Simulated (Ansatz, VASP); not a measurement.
## ReS2 in two plane-wave programs

Wanted: the spread between two codes on one cell, functional and k mesh. The structure shown is the start of the Ansatz relaxation below; VASP solves that cell, so the two are compared at the walk's first step.

Calculated with Ansatz 0.2.0; plane waves, with VASP 6.6.1 beside it; single point at LDA.

## Step 1: The structure

The cell holds 3 atoms: 1 Re and 2 S. Cell: a = 3.236 Å, b = 3.236 Å, c = 30.263 Å, α = 90.0°, β = 90.0°, γ = 120.0°. Vacuum lies along c. The height across the vacuum is the one that the program set for its solve, not the one typed.

## Step 2: Ansatz: relaxation, LDA

Ansatz runs on its default PAW (the set named soft_2) files.

The two programs are compared at the cell with which this relaxation starts, whose forces are those of its first step.

input.yaml

```yaml
crystal:
  lattice:
    - [3.2357, 0.0, 0.0]
    - [-1.61785, 2.802198399, 0.0]
    - [0.0, 0.0, 18.9085932453]
  atoms:
    - { symbol: Re, position: [0.0, 0.0, 0.5] }
    - { symbol: S, position: [0.3333333333, 0.6666666667, 0.5854560286] }
    - { symbol: S, position: [0.3333333333, 0.6666666667, 0.4145439714] }
  periodic: [true, true, false]
kpoints:
  mp_grid: { grid: [9, 9, 1] }
hamiltonian:
  xc: lda
scf:
  occupations: { method: fermi_dirac, width: 0.02 }
relax:
  f_tol: 0.01
  max_steps: 80
  cell: {}
```

On the command line:

```bash
> ansatz run input.yaml --threads 4 --pin off --max-ram 14745MiB --backend cpu --events-out ev --progress --plain --runs-dir out
```

Numbers of over 12 decimals in the logs are rounded to 6 here.

The log of the run:

```text
Warning: crystal.periodic: the lattice vector that does not repeat stood 0.000° off the slab's normal, 18.909 Å along it as the deck builds it. The run solves the slab on a vector along the normal, 30.263 Å long, with every atom where it was (on the deck's vector they left 15.68 Å outside them, and the widest stretch free of ions among them is 1.62 Å). A fractional position that the run reports is one of the run's ce [...]
crystal.periodic: the lattice vector that does not repeat stood 0.000° off the slab's normal, 18.909 Å along it as the deck builds it. The run solves the slab on a vector along the normal, 30.263 Å long, with every atom where it was (on the deck's vector they left 15.68 Å outside them, and the widest stretch free of ions among them is 1.62 Å). A fractional position that the run reports is one of the run's cell, which [...]
Engine: ansatz 0.2.0, aarch64-unknown-linux-gnu
Pseudopotentials: kind: paw
Pseudopotential: Re, paw, valence charge 15, recommended cutoff 420 eV (normal), Re.paw.azcp
Pseudopotential: S, paw, valence charge 6, recommended cutoff 420 eV (normal), S.paw.azcp
Functional definition: SPW92
  exchange = slater_x
  correlation = pw_c
Crystal: 3 atoms, lattice volume = 274.401 Å³
Basis set: ecut = 420 eV, 5465 PW (Γ)
Bands: 18, of which v1, the nominal top of the filled ones, is band 14 counted from 1 (13 counted from 0)
Symmetry: 12 space group operations
Space group: P-6m2 (ITA 187), of the structure as read, at distance tolerance 6.5e-5 Å
k-points: 12 of 81 (time reversal used)
Non-local potential: Re, projectors of the file, l = 0: 3, l = 1: 2, l = 2: 2, l = 3: 1
Non-local potential: S, projectors of the file, l = 0: 2, l = 1: 2, l = 2: 2
PAW form: soft (Blöchl's): semilocal exchange-correlation on the pseudo side does not see the compensation charge
PAW frozen core: Re, regenerated for the run's functional, and the local potential with it (the file was generated under x = pbe(κ = 0.804, μ = 0.219515), c = pbe(β = 0.066725))
PAW frozen core: S, regenerated for the run's functional, and the local potential with it (the file was generated under x = pbe(κ = 0.804, μ = 0.219515), c = pbe(β = 0.066725))
PAW one-centre angular grid: Re, 590 points (default); XC on 64 Gauss nodes
PAW one-centre angular grid: S, 110 points (default); XC on 64 Gauss nodes
Initial density: superposition of atomic densities (neutral atoms: chi_scale 0, normalization atom), corrected by the library's trained network
Initial wavefunctions: pseudopotential atomic-orbital guess
Functional: x = slater, c = lda
SCF iter   1: F=—  HF=-12347.197325 eV  |F-HF|=—  |Δ(HF+E_count)|=         —  Δρ=4.84e-3  dr2=6.13e-2  ethr=1.77e-3  ⟨swp⟩=15.4  Hψ=2164  notcnv=0
preconditioner: auto → LDOS  [metal: Δε(μ)=0.050 eV  Ē_g=8.200 eV  σ=0.020 eV  W_gap=0.50  n_scr=16 (ndim 8)  ℏωp=9.8 eV  f_vac=0.763  D(μ)=9.06/eV (n_scr^D=76)  β→1.0]
[...]
Crystal: 3 atoms, lattice volume = 233.577 Å³
Basis set: ecut = 420 eV, 4433 PW (Γ)
iter 1 solved again at ethr=2.47e-6 eV; its pass at ethr=3.10e-3 eV (dr2=6.67e-4 eV) is discarded
SCF iter   1: F=—  HF=-12347.637985 eV  |F-HF|=—  |Δ(HF+E_count)|=         —  Δρ=5.40e-4  dr2=6.13e-4  ethr=2.47e-6  ⟨swp⟩=5.0  Hψ=2329  notcnv=0
preconditioner: auto → LDOS  [metal: Δε(μ)=0.041 eV  Ē_g=9.070 eV  σ=0.020 eV  W_gap=0.41  n_scr=18 (ndim 8)  ℏωp=10.6 eV  f_vac=0.758  D(μ)=4.60/eV (n_scr^D=18)  β→1.0]
SCF iter   2: F=—  HF=-12347.637820 eV  |F-HF|=—  |Δ(HF+E_count)|=   1.65e-4  Δρ=2.73e-4  dr2=1.44e-4  ethr=2.27e-6  ⟨swp⟩=2.9  Hψ=443  notcnv=0
SCF iter   3: F=—  HF=-12347.637779 eV  |F-HF|=—  |Δ(HF+E_count)|=   4.15e-5  Δρ=5.09e-5  dr2=2.49e-5  ethr=5.33e-7  ⟨swp⟩=4.0  Hψ=559  notcnv=0
SCF iter   4: F=—  HF=-12347.637775 eV  |F-HF|=—  |Δ(HF+E_count)|=   3.51e-6  Δρ=2.59e-5  dr2=6.06e-6  ethr=9.22e-8  ⟨swp⟩=3.0  Hψ=367  notcnv=0
SCF iter   5: F=—  HF=-12347.637775 eV  |F-HF|=—  |Δ(HF+E_count)|=   7.64e-7  Δρ=1.39e-5  dr2=2.10e-6  ethr=2.24e-8  ⟨swp⟩=2.1  Hψ=318  notcnv=0
SCF iter   6: F=-12347.637775 eV  HF=-12347.637775 eV  |F-HF|=6.77e-8  |Δ(HF+E_count)|=   2.96e-8  Δρ=7.33e-6  dr2=2.22e-7  ethr=1.11e-9  ⟨swp⟩=6.3  Hψ=1257  notcnv=0
SCF 8 converged in 6 iterations: F = -12347.637775 eV  dr2 = 2.22e-7
relax step   8: F+E_penalty+E_count = -12347.63777451 eV  Δ(F+E_penalty+E_count) = -4.386e-3 eV  max|allowed force component| = 2.523e-2 eV/Å  Δτ_max = 0.0123 Å  P = -0.138 N/m  Ω = 233.577 Å³  energy of the carried Pulay correction = +1.969e-3 eV  fix = [c, alpha, beta]  reactions: c -0.000 N/m  (6 SCF iters, dr2 threshold 3.00e-7 eV, accepted)
[...]
relax step   9: F+E_penalty+E_count = -12347.63787675 eV  Δ(F+E_penalty+E_count) = -1.022e-4 eV  max|allowed force component| = 2.010e-2 eV/Å  Δτ_max = 0.0046 Å  P = +0.103 N/m  Ω = 232.718 Å³  energy of the carried Pulay correction = +2.013e-3 eV  fix = [c, alpha, beta]  reactions: c +0.000 N/m  (6 SCF iters, dr2 threshold 3.98e-8 eV, accepted)
[...]
relax step  10: F+E_penalty+E_count = -12347.63792095 eV  Δ(F+E_penalty+E_count) = -4.420e-5 eV  max|allowed force component| = 9.644e-3 eV/Å  Δτ_max = 0.0028 Å  P = -0.021 N/m  Ω = 233.195 Å³  energy of the carried Pulay correction = +1.989e-3 eV  fix = [c, alpha, beta]  reactions: c -0.000 N/m  (6 SCF iters, dr2 threshold 2.53e-8 eV, accepted)
[...]
relax step  11: F+E_penalty+E_count = -12347.63629709 eV  Δ(F+E_penalty+E_count) = +1.624e-3 eV  max|allowed force component| = 9.969e-3 eV/Å  Δτ_max = 0.0000 Å  P = -0.030 N/m  Ω = 233.195 Å³  fix = [c, alpha, beta]  reactions: c -0.000 N/m  stress off target by 2.98e-2 N/m on what of the cell is left free  SCF on the basis re-selected at this cell (its energy is not comparable with the rows above)  (7 SCF iters)
basis re-selected at this cell: Δ(F+E_penalty+E_count) = +1.624e-3 eV, ΔP = -0.009 N/m vs the last step (what re-selecting the basis moved, of the pressure what is left beyond the Pulay correction that the steps carried, after the strain that the cell walked since its last selection, with what the two solves' SCF thresholds leave and, on support functions, any second-order correction that the steps lacked; it is no measure of the basis error at this ecutwfc). The dense FFT grid was sized anew with the basis: this SCF ran on 20×20×216 points, the steps before it on 24×24×216, so part of this shift can come from that change (see relax.cell in the input reference). [rest of the remark cut]
SCF converged after 7 iterations
Free energy (F): -12347.636297 eV
Harris-Foulkes:  -12347.636297 eV  (|F-HF|=2.36e-11)
Internal energy: -12347.631024 eV  (E = F + TS)
E sigma→0 (E₀):  -12347.633660 eV
Entropy (-TS):   -0.005273 eV (-1.758 meV/atom)
Fermi energy:    -4.621454 eV
--- Per-component energies (eV) ---
  E_band       = -681.109109
  E_kinetic    = 759.374479
  E_local      = -54065.503986  (includes V_loc(G=0)·N_el)
  E_nonlocal   = 114.128702
  E_hartree    = 26575.797427
  E_xc         = -594.388676
  E_vxc        = -481.513012  (∫ρ·V_xc dr)
  E_paw        = -9539.440563  (= ΣΔE_a)
  E_vpaw       = -159.190150  (= ΣTr[D̂ρ^β])
  E_aug_tail   = -0.000076  (compensation charges beyond the density's cutoff)
  E_ewald      = 24401.776198
  E_core_change = 0.625471  (= ΣΔE_core)
  E_smearing   = -0.005273  (= −TS)
  E_closure    = 0.000000  (closes the sum)
  Σ components = -12347.636297   (vs F -12347.636297, Δ=0.00e0)
--- Forces (eV/Å), atoms counted from 1 ---
  atom   1  Re     0.00000000     0.00000000     0.00000000
  atom   2  S      0.00000000    -0.00000000     0.00996875
  atom   3  S      0.00000000    -0.00000000    -0.00996875
  max |Σ_I F_I| component: 9.25e-18 eV/Å
--- 2D stress c σ (N/m, compression-positive) ---
       -0.029822      -0.000000       0.000000
        0.000000      -0.029822       0.000000
        0.000000       0.000000      -0.000000
  P = ½ c Tr σ = -0.0298 N/m
--- Relaxed structure (10 steps of the walk, 9 accepted, 1 SCFs on fresh bases) ---
  F+E_penalty+E_count = -12347.63629709 eV   max|allowed force component| = 9.969e-3 eV/Å   (the final SCF, on the basis selected at the relaxed cell)
  cell:  # Å, volume = 233.1947 Å³
    - [2.982875, 0, 0]
    - [-1.491437, 2.583245, 0]
    - [0, 0, 30.263413]
  atoms:
    - { symbol: Re, position: [0, -2.8783559898885975e-17, 0.312400] }
    - { symbol: S, position: [0.333333, 0.666667, 0.367290] }
    - { symbol: S, position: [0.333333, 0.666667, 0.257510] }
```

In the SCF lines HF is the Harris–Foulkes energy and dr2 the Hartree energy of the density residual, in eV; the loop may stop once dr2 is under the threshold and the program's other checks hold. Hψ counts applications of the Hamiltonian.

## Step 3: VASP: single point, LDA, start cell

The same cell, functional (in two slightly different forms), mesh and smearing now go to VASP, with its own data sets.

Lines of VASP's logs that name or quote its potential files are left out, and so is its time.

INCAR

```
SYSTEM = ReS2
PREC = Accurate
ENCUT = 520
EDIFF = 1E-06
NELM = 120
ISMEAR = -1
SIGMA = 0.02
LREAL = .FALSE.
ALGO = Normal
GGA = CA
NBANDS = 15
LASPH = .TRUE.
LORBIT = 11
LWAVE = .FALSE.
LCHARG = .FALSE.
ISIF = 2
LDIPOL = .TRUE.
IDIPOL = 3
DIPOL = 0.5 0.5 0.312
LVHAR = .TRUE.
GGA_COMPAT = .FALSE.
NELMDL = -8
```

POSCAR

```
ReS2
1.0
    3.2357000000      0.0000000000      0.0000000000
   -1.6178500000      2.8021980000      0.0000000000
    0.0000000000      0.0000000000     30.2634130000
Re S
1 2
Direct
    0.0000000000      0.0000000000      0.3124002240
    0.3333333333      0.6666666667      0.3657931774
    0.3333333333      0.6666666667      0.2590072376
```

KPOINTS

```
Automatic mesh
0
Gamma
9 9 1
0 0 0
```

PAW data sets: Re and S (LDA family, release 64).

On the command line:

```bash
> mpirun -np 1 vasp_std
```

The log of the run:

```text
[banner, memory and clock lines left out]
running    1 mpi-ranks, on    1 nodes
 distrk:  each k-point on    1 cores,    1 groups
 distr:  one band on    1 cores,    1 groups

 POSCAR found type information on POSCAR ReS
 POSCAR found :  2 types and       3 ions
 LDA part: xc-table for (Slater(with rela. corr.)+CA(PZ))
 , standard interpolation
 POSCAR, INCAR and KPOINTS ok, starting setup
 FFT: planning ... GRIDC
 FFT: planning ... GRID_SOFT
 FFT: planning ... GRID
 WAVECAR not read
 entering main loop
       N       E                     dE             d eps       ncg     rms          rms(c)
DAV:   1     0.166136239734E+03    0.16614E+03   -0.54433E+03   360   0.858E+02
DAV:   2    -0.235579416821E+01   -0.16849E+03   -0.15732E+03   705   0.314E+02
DAV:   3    -0.235030947248E+02   -0.21147E+02   -0.20727E+02   501   0.842E+01
DAV:   4    -0.251049412082E+02   -0.16018E+01   -0.15910E+01   598   0.409E+01
DAV:   5    -0.251272850980E+02   -0.22344E-01   -0.22301E-01   493   0.313E+00
DAV:   6    -0.251291189513E+02   -0.18339E-02   -0.18337E-02   671   0.178E+00
DAV:   7    -0.251291232486E+02   -0.42973E-05   -0.42968E-05   486   0.402E-02
DAV:   8    -0.251291233551E+02   -0.10656E-06   -0.10660E-06   407   0.127E-02    0.299E+01
DAV:   9    -0.244138088397E+02    0.71531E+00   -0.70265E+00   641   0.413E+01    0.103E+01
DAV:  10    -0.246269764572E+02   -0.21317E+00   -0.83099E+00   620   0.442E+01    0.120E+01
DAV:  11    -0.236071119645E+02    0.10199E+01   -0.16275E+00   584   0.211E+01    0.107E+00
DAV:  12    -0.236139451932E+02   -0.68332E-02   -0.17549E-01   568   0.353E+00    0.501E-01
DAV:  13    -0.236090171459E+02    0.49280E-02   -0.15577E-02   568   0.188E+00    0.413E-01
DAV:  14    -0.236093545394E+02   -0.33739E-03   -0.81137E-03   593   0.119E+00    0.241E-01
[...]
DAV:  20    -0.236082201617E+02   -0.43885E-04   -0.21570E-06   401   0.136E-02    0.621E-03
DAV:  21    -0.236082605614E+02   -0.40400E-04   -0.32207E-06   377   0.834E-03    0.901E-03
DAV:  22    -0.236082708104E+02   -0.10249E-04   -0.10179E-06   411   0.155E-02    0.345E-03
DAV:  23    -0.236082803694E+02   -0.95590E-05   -0.73003E-07   342   0.654E-03    0.592E-03
DAV:  24    -0.236082817853E+02   -0.14159E-05   -0.20156E-07   390   0.109E-02    0.227E-03
DAV:  25    -0.236082873593E+02   -0.55740E-05   -0.22615E-07   313   0.625E-03    0.201E-03
DAV:  26    -0.236082895478E+02   -0.21886E-05   -0.14979E-07   355   0.297E-03    0.123E-03
DAV:  27    -0.236082901578E+02   -0.60995E-06   -0.31535E-08   369   0.327E-03
   1 F= -.23608290E+02 E0= -.23602577E+02  d E =-.114272E-01
```

From OUTCAR (step 3):

```text
ion  position               nearest neighbor table
   1  0.000  0.000  0.312-   2 2.47   2 2.47   2 2.47   3 2.47   3 2.47   3 2.47
   2  0.333  0.667  0.366-   1 2.47   1 2.47   1 2.47
   3  0.333  0.667  0.259-   1 2.47   1 2.47   1 2.47

  LATTYP: Found a hexagonal cell.
 ALAT       =     3.2357000000
 C/A-ratio  =     9.3529724635

 Subroutine GETGRP returns: Found 12 space group operations
 (whereof  6 operations were pure point group operations)

The static configuration has the point symmetry C_3v.
 The point group associated with its full space group is D_3h.

 Found     12 irreducible k-points:

   k-points           NKPTS =     12   k-points in BZ     NKDIM =     12   number of bands    NBANDS=     15

   dimension x,y,z NGX =    24 NGY =   24 NGZ =  240
   dimension x,y,z NGXF=    48 NGYF=   48 NGZF=  480

   ENCUT  =  520.0 eV  38.22 Ry    6.18 a.u.   6.02  6.02 56.27*2*pi/ulx,y,z

   NELECT =      19.0000    total number of electrons

 k-points in reciprocal lattice and weights: Automatic mesh
   0.00000000  0.00000000  0.00000000       0.012
   0.11111111  0.00000000  0.00000000       0.074
   0.22222222  0.00000000  0.00000000       0.074
   0.33333333  0.00000000  0.00000000       0.074
   0.44444444  0.00000000  0.00000000       0.074
   0.11111111  0.11111111  0.00000000       0.074
   0.22222222  0.11111111  0.00000000       0.148
   0.33333333  0.11111111  0.00000000       0.148
   0.44444444  0.11111111  0.00000000       0.074
   0.22222222  0.22222222  0.00000000       0.074
   0.33333333  0.22222222  0.00000000       0.148
   0.33333333  0.33333333  0.00000000       0.025

 dipolmoment           0.000000      0.000000      0.000014 electrons x Angstroem

 average (electrostatic) potential at core
       1 -51.4475       2 -95.8028       3 -95.8029

 E-fermi :  -2.2459

 k-point     1 :       0.0000    0.0000    0.0000
  band No.  band energies     occupation
    ...
      5      -6.7123      2.00000
      6      -5.9172      2.00000
      7      -5.6943      2.00000
      8      -5.6943      2.00000
      9      -4.4357      2.00000
     10      -1.5635      0.00000
     11      -1.5635      0.00000
     12      -1.4231      0.00000
     13      -1.4231      0.00000
     14       0.8596      0.00000
    ...

 k-point     2 :       0.1111    0.0000    0.0000
  band No.  band energies     occupation
    ...
      5      -6.5814      2.00000
      6      -6.5307      2.00000
      7      -5.9492      2.00000
      8      -5.2928      2.00000
      9      -4.5380      2.00000
     10      -1.8526      0.00000
     11      -1.7971      0.00000
     12      -1.6035      0.00000
     13      -1.2998      0.00000
     14       1.4561      0.00000
    ...

 k-point     3 :       0.2222    0.0000    0.0000
  band No.  band energies     occupation
    ...
      6      -6.4751      2.00000
      7      -6.0534      2.00000
      8      -5.4175      2.00000
      9      -4.9659      2.00000
     10      -2.2387      0.82184
     11      -1.9611      0.00000
     12      -1.6929      0.00000
     13      -0.7911      0.00000
     14       2.2298      0.00000
     15       2.7035      0.00000

  Total       -5.5375150     -5.5375135     -5.8809377      0.0000000      0.0000000     -0.0000000
  in kB      -32.3325926    -32.3325833    -34.3377782      0.0000000      0.0000000     -0.0000000
  external PRESSURE =     -33.0009847 kB  Pullay stress =       0.0000000 kB

  energy-cutoff  :      520.00
  volume of cell :      274.40
      direct lattice vectors                 reciprocal lattice vectors
     3.235700000  0.000000000  0.000000000     0.309052137  0.178431360  0.000000000
    -1.617850000  2.802198000  0.000000000     0.000000000  0.356862720  0.000000000
     0.000000000  0.000000000 30.263413000     0.000000000  0.000000000  0.033043200

 POSITION                                       TOTAL-FORCE (eV/Angst)
 -----------------------------------------------------------------------------------
      0.00000      0.00000      9.45430         0.000000      0.000000     -0.000000
     -0.00000      1.86813     11.07015        -0.000000     -0.000000     -1.810463
     -0.00000      1.86813      7.83844        -0.000000     -0.000000      1.810463
 -----------------------------------------------------------------------------------
    total drift:                                0.000000      0.000001      0.000998

  FREE ENERGIE OF THE ION-ELECTRON SYSTEM (eV)
  ---------------------------------------------------
  free  energy   TOTEN  =       -23.6082901578 eV

  energy  without entropy=      -23.5968629617  energy(sigma->0) =      -23.60257656

 vacuum level on the upper side and lower side of the slab         2.258         2.258

 total charge
# of ion       s       p       d       tot
------------------------------------------
    1        0.479   0.530   4.774   5.783
    2        1.363   2.259   0.000   3.623
    3        1.363   2.259   0.000   3.623
--------------------------------------------------
tot          3.206   5.049   4.774  13.029

[... 3 further parts left out ...]
```

This run has no spin polarisation, so a moment on Re, if there is one, isn't seen. Its electron count is odd, so without a moment it is a metal by construction. The data set Re keeps the semicore shell frozen, which is cheaper and a little less accurate.

## Step 4: Differences

Known differences besides the potentials themselves: the two LDA forms differ slightly; Ansatz cuts the interaction across the vacuum, VASP repeats the sheet with a dipole correction; the data sets hold 27 valence electrons in Ansatz (on its default PAW (the set named soft_2) files) and 19 in VASP; the cutoff is 420 eV in Ansatz and 520 eV in VASP; VASP's log shows a relativistic correction to its local exchange, Ansatz's none. Total energies have different zeros and are not compared.

Forces (eV/Å; atoms numbered as in POSCAR):

```csv
atom,"Ansatz x, y, z","VASP x, y, z"
Re1,"0.000, 0.000, 0.000","0.000, 0.000, 0.000"
S2,"0.000, 0.000, -1.836","0.000, 0.000, -1.810"
S3,"0.000, 0.000, 1.836","0.000, 0.000, 1.810"
```

The forces differ by 12 meV/Å r.m.s., which is 1.4 % of the r.m.s. force of 0.853 eV/Å (both taken over all components). With vacuum in the cell, a pressure given here is an average over mostly empty space and none of the material.

## Step 5: What came out

| Property | Result |
| --- | --- |
| r.m.s. force difference (single point, LDA, start cell) | 1.4 % of the r.m.s. force |

The r.m.s. force difference is 1.4 % of the r.m.s. force (single point, LDA, start cell), within the 3 % picked in this series as the mark of a large difference. The data sets hold unlike numbers of valence electrons (27 in Ansatz and 19 in VASP), so part of the differences comes from the potentials. 1 further run of this series is not shown here. How closely two codes agree says nothing of how well the functional describes the real material.

[Lines on the potential files, build, host, timing and source positions are cut from VASP's logs without a mark.]

[Logs are printed without paths, hosts, clocks, repeated set-up lines and the standing remarks that a program may print on its own settings, such as how far it seeks lower states.]

[Hosts, paths, dates, database ids (printed as entryN), source tags and the programs' standing remarks are cut or masked in the printed files.]
